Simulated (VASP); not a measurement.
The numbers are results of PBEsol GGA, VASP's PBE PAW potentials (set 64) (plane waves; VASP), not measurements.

The input files of a VASP run:

**INCAR**
```
NELM  =  100   # most electronic steps
LMAXMIX  =  6
PREC  =  Accurate
IBRION  =  2   # conjugate gradients
ENCUT  =  500
ISIF  =  3   # ions, shape and volume
PSTRESS  =  50   # kbar
LCHARG  =  .False.
EDIFF  =  1E-6   # SCF stop (eV)
SYSTEM  =  Pt3Ti
ISMEAR  =  1   # Methfessel-Paxton
ALGO  =  Normal
EDIFFG  =  -0.02   # ionic stop
GGA  =  PS   # PBEsol
LASPH  =  .True.
NSW  =  40
LWAVE  =  .False.
LREAL  =  .False.
SIGMA  =  0.1   # width (eV)
```

KPOINTS:
```
Automatic
0
Gamma
  8 8 8
0 0 0
```

File POSCAR:
```
Pt3Ti
1
    3.8752405730     0.0000000000     0.0000000000
   -0.0000000000     3.8752405730     0.0000000000
   -0.0000000000    -0.0000000000     3.8752405730
Ti Pt
1 3
Direct
  0.0000000000   0.0000000000   0.0000000000
  0.0000000000   0.5000000000   0.5000000000
  0.5000000000   0.0000000000   0.5000000000
  0.5000000000   0.5000000000   0.0000000000
```

POTCAR, in this order: Ti_sv Pt (PBE.64 set). Program: vasp_std.

The resulting files:

OSZICAR:
```
       N       E                     dE             d eps       ncg     rms          rms(c)
DAV:   1     0.374489141673E+03    0.37449E+03   -0.20785E+04  1750   0.177E+03
DAV:   2    -0.360752394655E+01   -0.37810E+03   -0.37118E+03  1900   0.448E+02
DAV:   3    -0.350657478211E+02   -0.31458E+02   -0.30018E+02  2601   0.110E+02
DAV:   4    -0.360632243350E+02   -0.99748E+00   -0.99289E+00  2035   0.204E+01
DAV:   5    -0.360982967440E+02   -0.35072E-01   -0.35017E-01  2529   0.374E+00    0.245E+01
DAV:   6    -0.338642654652E+02    0.22340E+01   -0.19094E+01  2511   0.331E+01    0.131E+01
DAV:   7    -0.337690402828E+02    0.95225E-01   -0.26375E+01  2424   0.319E+01    0.108E+01
DAV:   8    -0.328845900897E+02    0.88445E+00   -0.18334E+00  2395   0.110E+01    0.458E+00
DAV:   9    -0.328160777905E+02    0.68512E-01   -0.22977E+00  2587   0.839E+00    0.275E+00
DAV:  10    -0.327381548107E+02    0.77923E-01   -0.53502E-01  2431   0.509E+00    0.280E-01
DAV:  11    -0.327403387654E+02   -0.21840E-02   -0.10011E-02  2390   0.813E-01    0.472E-01
DAV:  12    -0.327385581464E+02    0.17806E-02   -0.11692E-02  2393   0.648E-01    0.991E-02
DAV:  13    -0.327385269855E+02    0.31161E-04   -0.31063E-04  2045   0.127E-01    0.273E-02
DAV:  14    -0.327385401951E+02   -0.13210E-04   -0.17233E-04  2474   0.987E-02    0.461E-02
DAV:  15    -0.327385239690E+02    0.16226E-04   -0.40801E-05  2466   0.472E-02    0.160E-02
DAV:  16    -0.327385219996E+02    0.19694E-05   -0.13550E-05  2494   0.233E-02    0.243E-03
DAV:  17    -0.327385220997E+02   -0.10009E-06   -0.48983E-07   980   0.556E-03
   1 F= -.30922357E+02 E0= -.30922342E+02  d E =-.309224E+02
```

**OUTCAR**
```
------------------------ aborting loop because EDIFF is reached ----------------------------------------
  FORCE on cell =-STRESS in cart. coord.  units (eV):
  Direction    XX          YY          ZZ          XY          YZ          ZX
  --------------------------------------------------------------------------------------
  Total        1.7824211      1.7824211      1.7824211     -0.0000000     -0.0000000      0.0000000
  in kB       49.0709984     49.0709984     49.0709984     -0.0000000     -0.0000000      0.0000000
  external PRESSURE =      -0.9290016 kB  Pullay stress =      50.0000000 kB
  volume of cell :       58.20
      direct lattice vectors                 reciprocal lattice vectors
     3.875240573  0.000000000  0.000000000     0.258048496  0.000000000  0.000000000
     0.000000000  3.875240573  0.000000000     0.000000000  0.258048496  0.000000000
     0.000000000  0.000000000  3.875240573     0.000000000  0.000000000  0.258048496
 POSITION                                       TOTAL-FORCE (eV/Angst)
 -----------------------------------------------------------------------------------
      0.00000      0.00000      0.00000         0.000000      0.000000      0.000000
      0.00000      1.93762      1.93762         0.000000      0.000000      0.000000
      1.93762      0.00000      1.93762         0.000000      0.000000      0.000000
      1.93762      1.93762      0.00000         0.000000      0.000000      0.000000
 -----------------------------------------------------------------------------------
    total drift:                                0.000000      0.000000      0.000000
  FREE ENERGIE OF THE ION-ELECTRON SYSTEM (eV)
  ---------------------------------------------------
  free  energy   TOTEN  =       -32.7385220997 eV

  energy  without entropy=      -32.7384770143  energy(sigma->0) =      -32.73850707
  enthalpy is  TOTEN    =       -30.9223565754 eV   P V=        1.8161655243

 reached required accuracy - stopping structural energy minimisation
```
(Selected blocks of OUTCAR.)

The compound is Pt3Ti in the L1_2 structure. It was relaxed first under an external pressure of 5 GPa.
